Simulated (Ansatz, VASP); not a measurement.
# Cross-check of Ti2H2W2C2O3F (Ti2COF MXene under W2C(OH)2 MXene, AB) between VASP and Ansatz, part 2 of 3

Wanted: the spread between two codes on one cell, functional and k mesh. Of the first pair: The structure shown is the start of the Ansatz relaxation below; VASP solves that cell, so the two are compared at the walk's first step.

VASP 6.6.1 and Ansatz 0.2.0.

So far: Starting point; Ansatz: relaxation, PBE with D3(BJ).

## 3. VASP: single point, PBE with D3(BJ), start cell, pair 1

Level of this step: PBE with D3(BJ), zero-moment start; plane waves and PAW (F, Ti_sv, C, O, H, W) (VASP).

The same cell, functional, mesh and smearing now go to VASP, with its own data sets.

Lines of VASP's logs that name or quote its potential files are left out, and so is its time.

The input, INCAR:

```
SYSTEM = Ti2H2W2C2O3F
PREC = Accurate
ENCUT = 520
EDIFF = 1E-06
NELM = 200
ISMEAR = -1
SIGMA = 0.05
LREAL = .FALSE.
ALGO = Normal
GGA = PE
IVDW = 12
NBANDS = 53
ISPIN = 2
MAGMOM = 0 -0 -0 0 -0 0 0 0 -0 -0 -0 -0
LASPH = .TRUE.
LMAXMIX = 4
LORBIT = 11
LWAVE = .FALSE.
LCHARG = .FALSE.
ISIF = 2
LDIPOL = .TRUE.
IDIPOL = 3
DIPOL = 0.5 0.5 0.502
LVHAR = .TRUE.
GGA_COMPAT = .FALSE.
NELMDL = -8
KPAR = 2
```

The input, POSCAR:

```
Ti2H2W2C2O3F
1.0
    3.1128240000      0.0000000000      0.0000000000
   -1.5564120000      2.6957850000      0.0000000000
    0.0000000000      0.0000000000     58.4036720000
F Ti C O H W
1 2 2 3 2 2
Direct
    0.3333333333      0.6666666667      0.3826814177
    0.6666666667      0.3333333333      0.3983393030
    0.3333333333      0.6666666667      0.4402295630
    0.0000000000      0.0000000000      0.4192844244
    0.3333333333      0.6666666667      0.5604352411
    0.6666666667      0.3333333333      0.4590341683
    0.6666666667      0.3333333333      0.5203316839
    0.0000000000      0.0000000000      0.6005388154
    0.6666666667      0.3333333333      0.5035519171
    0.0000000000      0.0000000000      0.6173185823
    0.0000000000      0.0000000000      0.5393200962
    0.6666666667      0.3333333333      0.5815504032
```

The input, KPOINTS:

```
Automatic mesh
0
Gamma
12 12 1
0 0 0
```

Potentials, in the order of the species: F, Ti_sv, C, O, H and W (PBE family, release 64).

Run with:

```
$ mpirun -np 2 vasp_std
```

Numbers of over 12 decimals in the logs are rounded to 6 here.

Output:

```text
[banner, memory and clock lines left out]
running    2 mpi-ranks, on    1 nodes
 distrk:  each k-point on    1 cores,    2 groups
 distr:  one band on    1 cores,    1 groups

 POSCAR found type information on POSCAR F TiC O H W
 POSCAR found :  6 types and      12 ions
 LDA part: xc-table for (Slater+PW92), standard interpolation
|                                                                             |
|           W    W    AA    RRRRR   N    N  II  N    N   GGGG   !!!           |
|           W    W   A  A   R    R  NN   N  II  NN   N  G    G  !!!           |
|           W    W  A    A  R    R  N N  N  II  N N  N  G       !!!           |
|           W WW W  AAAAAA  RRRRR   N  N N  II  N  N N  G  GGG   !            |
|           WW  WW  A    A  R   R   N   NN  II  N   NN  G    G                |
|           W    W  A    A  R    R  N    N  II  N    N   GGGG   !!!           |
|                                                                             |
|     One of the lattice vectors is very long (>50 A), but AMIN is rather     |
|     large. This can spoil convergence since charge sloshing might occur     |
|     along the long lattice vector. If problems with convergence are         |
|     observed, try to decrease AMIN to a smaller value (e.g. 0.01).          |
|     Note: This warning only applies if the self-consistency cycle is        |
|     used.                                                                   |
|                                                                             |

 POSCAR, INCAR and KPOINTS ok, starting setup
 FFT: planning ... GRIDC
 FFT: planning ... GRID_SOFT
 FFT: planning ... GRID
 WAVECAR not read
 entering main loop
       N       E                     dE             d eps       ncg     rms          rms(c)
DAV:   1     0.716228872685E+03    0.71623E+03   -0.31750E+04  4604   0.111E+03
DAV:   2    -0.134769806754E+01   -0.71758E+03   -0.69165E+03  5123   0.324E+02
DAV:   3    -0.108310418911E+03   -0.10696E+03   -0.10509E+03  5680   0.127E+02
DAV:   4    -0.116454369997E+03   -0.81440E+01   -0.80889E+01  6440   0.330E+01
DAV:   5    -0.117023443058E+03   -0.56907E+00   -0.56856E+00  5800   0.592E+00
DAV:   6    -0.117040329690E+03   -0.16887E-01   -0.16885E-01  6072   0.127E+00
DAV:   7    -0.117041047220E+03   -0.71753E-03   -0.71752E-03  5920   0.193E-01
DAV:   8    -0.117041057172E+03   -0.99520E-05   -0.99516E-05  6008   0.308E-02    0.520E+01
DAV:   9    -0.295660778134E+03   -0.17862E+03   -0.11561E+03  7296   0.624E+01    0.821E+01
DAV:  10    -0.408920224318E+03   -0.11326E+03   -0.77685E+03  7735   0.893E+01    0.104E+02
DAV:  11    -0.836291704413E+02    0.32529E+03   -0.30414E+03  6771   0.163E+02    0.256E+01
DAV:  12    -0.115739693538E+03   -0.32111E+02   -0.52911E+02  5583   0.829E+01    0.254E+01
DAV:  13    -0.110227630736E+03    0.55121E+01   -0.16050E+02  5945   0.393E+01    0.187E+01
DAV:  14    -0.104526029815E+03    0.57016E+01   -0.54702E+01  5400   0.199E+01    0.149E+01
[...]
DAV:  44    -0.950289147212E+02   -0.12082E-04   -0.16764E-06  3973   0.666E-03    0.407E-03
DAV:  45    -0.950289206355E+02   -0.59143E-05   -0.27654E-06  4162   0.692E-03    0.211E-03
DAV:  46    -0.950289293422E+02   -0.87067E-05   -0.10002E-06  3783   0.336E-03    0.217E-03
DAV:  47    -0.950289332822E+02   -0.39401E-05   -0.19388E-07  3300   0.186E-03    0.820E-04
DAV:  48    -0.950289350276E+02   -0.17454E-05   -0.74935E-08  2969   0.144E-03    0.123E-03
DAV:  49    -0.950289375510E+02   -0.25234E-05   -0.92469E-08  3174   0.102E-03    0.112E-03
DAV:  50    -0.950289391423E+02   -0.15913E-05   -0.29764E-08  2832   0.702E-04    0.575E-04
DAV:  51    -0.950289396874E+02   -0.54511E-06   -0.22575E-08  2978   0.526E-04
   1 F= -.97569049E+02 E0= -.97536974E+02  d E =-.641511E-01  mag=     0.0000
```

From OUTCAR (step 3):

```text
ion  position               nearest neighbor table
   1  0.333  0.667  0.383-   2 2.02   2 2.02   2 2.02
   2  0.667  0.333  0.398-   1 2.02   1 2.02   1 2.02   4 2.17   4 2.17   4 2.17
   3  0.333  0.667  0.440-   6 2.11   6 2.11   6 2.11   4 2.17   4 2.17   4 2.17
   4  0.000  0.000  0.419-   2 2.17   2 2.17   2 2.17   3 2.17   3 2.17   3 2.17
   5  0.333  0.667  0.560-  11 2.18  11 2.18  11 2.18  12 2.18  12 2.18  12 2.18
   6  0.667  0.333  0.459-   3 2.11   3 2.11   3 2.11
   7  0.667  0.333  0.520-   9 0.98  11 2.11  11 2.11  11 2.11
   8  0.000  0.000  0.601-  10 0.98  12 2.11  12 2.11  12 2.11
   9  0.667  0.333  0.504-   7 0.98
  10  0.000  0.000  0.617-   8 0.98
  11  0.000  0.000  0.539-   7 2.11   7 2.11   7 2.11   5 2.18   5 2.18   5 2.18  12 3.05  12 3.05
                            12 3.05
  12  0.667  0.333  0.582-   8 2.11   8 2.11   8 2.11   5 2.18   5 2.18   5 2.18  11 3.05  11 3.05
                            11 3.05

  LATTYP: Found a hexagonal cell.
 ALAT       =     3.1128240000
 C/A-ratio  =    18.7622788825

 Subroutine GETGRP returns: Found  6 space group operations
 (whereof  6 operations were pure point group operations)

The static configuration has the point symmetry C_3v.

 Found     19 irreducible k-points:

   k-points           NKPTS =     19   k-points in BZ     NKDIM =     19   number of bands    NBANDS=     53

   dimension x,y,z NGX =    24 NGY =   24 NGZ =  448
   dimension x,y,z NGXF=    48 NGYF=   48 NGZF=  896

   ENCUT  =  520.0 eV  38.22 Ry    6.18 a.u.   5.79  5.79108.59*2*pi/ulx,y,z

   NELECT =      71.0000    total number of electrons

 k-points in reciprocal lattice and weights: Automatic mesh
   0.00000000  0.00000000  0.00000000       0.007
   0.08333333  0.00000000  0.00000000       0.042
   0.16666667  0.00000000  0.00000000       0.042
   0.25000000  0.00000000  0.00000000       0.042
   0.33333333  0.00000000  0.00000000       0.042
   0.41666667  0.00000000  0.00000000       0.042
   0.50000000  0.00000000  0.00000000       0.021
   0.08333333  0.08333333  0.00000000       0.042
   0.16666667  0.08333333  0.00000000       0.083
[...]
0.33333333  0.25000000  0.00000000       0.083
   0.33333333  0.33333333  0.00000000       0.014

 dipolmoment           0.000000      0.000000      0.033584 electrons x Angstroem

 average (electrostatic) potential at core
       1 -83.4571       2 -82.1079       3 -81.8593       4 -54.3734       5 -55.9868
       6 -75.3075       7 -79.6945       8 -79.6880       9 -42.7172      10 -42.8118
      11 -47.2633      12 -47.2281

 E-fermi :  -0.1344

 spin component 1
 k-point     1 :       0.0000    0.0000    0.0000
  band No.  band energies     occupation
    ...
     32      -2.2031      1.00000
     33      -2.1630      1.00000
     34      -1.4230      1.00000
     35      -1.4230      1.00000
     36      -0.5055      0.99940
     37      -0.1214      0.43535
     38      -0.1214      0.43534
     39      -0.0713      0.22070
     40      -0.0713      0.22070
     41       0.0371      0.03134
    ...

 k-point     2 :       0.0833    0.0000    0.0000
  band No.  band energies     occupation
    ...
     33      -1.8648      1.00000
     34      -1.7717      1.00000
     35      -1.6190      1.00000
     36      -0.4353      0.99757
     37      -0.2137      0.82997
     38      -0.0542      0.16742
     39       0.0039      0.05911
     40       0.1238      0.00569
     41       0.2663      0.00033
     42       0.5451      0.00000
    ...

 k-point     3 :       0.1667    0.0000    0.0000
  band No.  band energies     occupation
    ...
     33      -1.9685      1.00000
     34      -1.3907      1.00000
     35      -1.3138      1.00000
     36      -0.3778      0.99236
     37      -0.2343      0.88048
     38      -0.1194      0.42525
     39       0.3745      0.00004
     40       0.4661      0.00001
     41       0.6682      0.00000
     42       0.8275      0.00000
    ...

 k-point     4 :       0.2500    0.0000    0.0000
  band No.  band energies     occupation
    ...
     33      -2.2399      1.00000
     34      -0.7864      1.00000
     35      -0.7489      1.00000
     36      -0.4603      0.99852
     37      -0.3558      0.98820
     38       0.3827      0.00003
     39       0.7776      0.00000
     40       0.8505      0.00000
     41       0.9733      0.00000
     42       1.1207      0.00000
    ...

 k-point     5 :       0.3333    0.0000    0.0000
  band No.  band energies     occupation
    ...
     31      -3.5623      1.00000
     32      -2.5414      1.00000
     33      -2.3572      1.00000
     34      -0.6693      0.99998
     35      -0.5533      0.99977
     36      -0.1126      0.39262
     37       0.1390      0.00420
     38       0.9599      0.00000
     39       1.0630      0.00000
     40       1.1433      0.00000
    ...

 k-point     6 :       0.4167    0.0000    0.0000
  band No.  band energies     occupation
    ...
     31      -3.5643      1.00000
     32      -2.7161      1.00000
     33      -2.3591      1.00000
     34      -0.7999      1.00000
     35      -0.5754      0.99985
     36       0.5129      0.00000
     37       0.8614      0.00000
     38       1.0865      0.00000
     39       1.1874      0.00000
     40       1.2844      0.00000
    ...

 Edisp (eV)   -2.54011

  Total      -2.45602    -2.45603     3.86457     0.00000     0.00000    -0.00000
  in kB      -8.02903    -8.02904    12.63372     0.00000     0.00000    -0.00000
  external pressure =       -1.14 kB  Pullay stress =        0.00 kB

  energy-cutoff  :      520.00
  volume of cell :      490.09
      direct lattice vectors                 reciprocal lattice vectors
     3.112824000  0.000000000  0.000000000     0.321251699  0.185474732  0.000000000
    -1.556412000  2.695785000  0.000000000     0.000000000  0.370949464  0.000000000
     0.000000000  0.000000000 58.403672000     0.000000000  0.000000000  0.017122211

 POSITION                                       TOTAL-FORCE (eV/Angst)
 -----------------------------------------------------------------------------------
     -0.00000      1.79719     22.35000         0.000000      0.000000     -3.517358
      1.55641      0.89859     23.26448        -0.000000     -0.000000      4.422320
     -0.00000      1.79719     25.71102        -0.000000     -0.000000      1.551919
      0.00000      0.00000     24.48775        -0.000000     -0.000000     -0.898840
     -0.00000      1.79719     32.73148        -0.000000     -0.000000      0.011743
      1.55641      0.89859     26.80928        -0.000000     -0.000000     -0.978301
      1.55641      0.89859     30.38928         0.000000     -0.000000     -2.925962
      0.00000      0.00000     35.07367        -0.000000     -0.000000      2.638849
      1.55641      0.89859     29.40928        -0.000000     -0.000000     -0.663289
      0.00000      0.00000     36.05367        -0.000000     -0.000000      0.465144
      0.00000      0.00000     31.49827        -0.000000     -0.000000      3.874631
      1.55641      0.89859     33.96468        -0.000000      0.000000     -3.980855
 -----------------------------------------------------------------------------------
    total drift:                               -0.000000      0.000002     -0.000425

  FREE ENERGIE OF THE ION-ELECTRON SYSTEM (eV)
  ---------------------------------------------------
  free  energy   TOTEN  =       -97.5690494258 eV

  energy  without entropy=      -97.5048983104  energy(sigma->0) =      -97.53697387

 vacuum level on the upper side and lower side of the slab         2.838         2.112

 total charge
# of ion       s       p       d       tot
------------------------------------------
    1        1.740   4.411   0.000   6.151
    2        2.176   6.186   1.970  10.333
    3        2.184   6.215   1.786  10.185
    4        0.885   1.523   0.000   2.409
    5        0.852   1.589   0.000   2.441
    6        1.567   3.384   0.000   4.951
    7        1.553   3.614   0.000   5.167
    8        1.565   3.597   0.000   5.161
    9        0.593   0.121   0.000   0.713
   10        0.601   0.121   0.000   0.722
   11        0.519   0.676   4.305   5.500
   12        0.526   0.676   4.301   5.504
--------------------------------------------------
tot         14.760  32.113  12.362  59.235

 magnetization (x)
# of ion       s       p       d       tot
------------------------------------------
    1        0.000  -0.000   0.000  -0.000
    2       -0.000  -0.000  -0.000  -0.000
    3        0.000   0.000  -0.000  -0.000
    4        0.000   0.000   0.000   0.000
    5       -0.000   0.000   0.000  -0.000
    6       -0.000  -0.000   0.000  -0.000
    7        0.000  -0.000   0.000   0.000
    8        0.000   0.000   0.000   0.000
    9        0.000   0.000   0.000   0.000
   10        0.000   0.000   0.000   0.000
   11        0.000   0.000   0.000   0.000
   12        0.000   0.000   0.000   0.000
--------------------------------------------------
tot          0.000   0.000  -0.000  -0.000

[... 6 further parts left out ...]
```

This run allows spin, but its moments start at zero, where symmetry between the spins tends to hold them, although Ti and W can carry a moment. Its electron count is odd, so without a moment it is a metal by construction.

## 4. Differences

Known differences besides the potentials themselves: Ansatz cuts the interaction across the vacuum, VASP repeats the sheet with a dipole correction; the data sets hold 87 valence electrons in Ansatz (on its default PAW (the set named soft_2) files) and 71 in VASP; the cutoff is 420 eV in Ansatz and 520 eV in VASP. Total energies have different zeros and are not compared.

Forces on 9 of the 12 atoms, those with the largest forces and the largest differences (eV/Å; atoms numbered as in POSCAR):

```
atom        Ansatz x, y, z          VASP x, y, z
  F1  0.000, 0.000, -3.471  0.000, 0.000, -3.517
 Ti2   0.000, 0.000, 4.397   0.000, 0.000, 4.422
 Ti3   0.000, 0.000, 1.563   0.000, 0.000, 1.552
  O7  0.000, 0.000, -2.987  0.000, 0.000, -2.926
  O8   0.000, 0.000, 2.690   0.000, 0.000, 2.639
  H9  0.000, 0.000, -0.601  0.000, 0.000, -0.663
 H10   0.000, 0.000, 0.401   0.000, 0.000, 0.465
 W11   0.000, 0.000, 3.849   0.000, 0.000, 3.875
 W12  0.000, 0.000, -3.940  0.000, 0.000, -3.981
```

The forces differ by 24 meV/Å r.m.s., which is 1.6 % of the r.m.s. force of 1.520 eV/Å (both taken over all components). Moments aren't recorded for both runs of this pair, so they may hold unlike magnetic states. With vacuum in the cell, a pressure given here is an average over mostly empty space and none of the material.

## 5. Ansatz: relaxation, PBE with D3(BJ)

This run makes the geometry at which the two programs are then compared.

The structure compared here is the end of the Ansatz relaxation.

The input, input.yaml:

```yaml
crystal:
  lattice:
    - [3.112824, 0.0, 0.0]
    - [-1.556412, 2.6957846615, 0.0]
    - [0.0, 0.0, 58.40367215]
  atoms:
    - { symbol: F, position: [0.3333333333, 0.6666666667, 0.3826814167] }
    - { symbol: Ti, position: [0.6666666667, 0.3333333333, 0.398339308], spin: 1.0 }
    - { symbol: C, position: [0.0, 0.0, 0.4192844311] }
    - { symbol: Ti, position: [0.3333333333, 0.6666666667, 0.4402295543], spin: 1.0 }
    - { symbol: O, position: [0.6666666667, 0.3333333333, 0.4590341597] }
    - { symbol: H, position: [0.6666666667, 0.3333333333, 0.5035519084] }
    - { symbol: O, position: [0.6666666667, 0.3333333333, 0.5203316752] }
    - { symbol: W, position: [0.0, 0.0, 0.5393200884] }
    - { symbol: C, position: [0.3333333333, 0.6666666667, 0.5604352458] }
    - { symbol: W, position: [0.6666666667, 0.3333333333, 0.5815504032] }
    - { symbol: O, position: [0.0, 0.0, 0.6005388165] }
    - { symbol: H, position: [0.0, 0.0, 0.6173185833] }
  periodic: [true, true, false]
magnetization:
  spin_polarized: true
kpoints:
  mp_grid: { grid: [12, 12, 1] }
hamiltonian:
  xc: pbe
  dispersion: d3bj
scf:
  occupations: { method: fermi_dirac, width: 0.05 }
  convergence: { dr2_threshold: 1.0e-09 }
relax:
  f_tol: 0.004
  max_steps: 90
  cell: {}
output:
  write_potential: true
  write_density: true
  volumetric_format: npy
```

Run with:

```
$ ansatz run input.yaml --threads 4 --pin off --max-ram 6144MiB --backend cpu --events-out ev --progress --plain --runs-dir out
```

Output:

```text
[...]
Crystal: 12 atoms, lattice volume = 490.095 Å³
Basis set: ecut = 420 eV, 9507 PW (Γ), exchange–correlation on 48×48×800 points (8 copies of the dense FFT grid, shifted against one another)
Bands: 57, of which v1, the nominal top of the filled ones, is band 44 counted from 1 (43 counted from 0)
[...]
- { symbol: O, position: [0.666667, 0.333333, 0.511697] }
    - { symbol: W, position: [1.3517311889573101e-17, -9.251858538489127e-17, 0.533138] }
    - { symbol: C, position: [0.333333, 0.666667, 0.556440] }
    - { symbol: W, position: [0.666667, 0.333333, 0.578007] }
    - { symbol: O, position: [2.578326353344829e-17, -9.251858538489123e-17, 0.603190] }
    - { symbol: H, position: [2.5830127600475378e-17, -9.251858538489124e-17, 0.620003] }
[key lines of the parts left out:]
SCF converged after 5 iterations
Magnetization: -0.0000 μB (43.5000 up, 43.5000 down)
Free energy (F): -28820.083440 eV
Fermi energy:    -3.561412 eV
P = ½ c Tr σ = -0.0248 N/m
```

(Continued in part 3 of 3.)

[Lines on the potential files, build, host, timing and source positions are cut from VASP's logs without a mark.]

[Logs are printed without paths, hosts, clocks, repeated set-up lines and the standing remarks that a program may print on its own settings, such as how far it seeks lower states.]

[Hosts, paths, dates, database ids (printed as entryN), source tags and the programs' standing remarks are cut or masked in the printed files.]
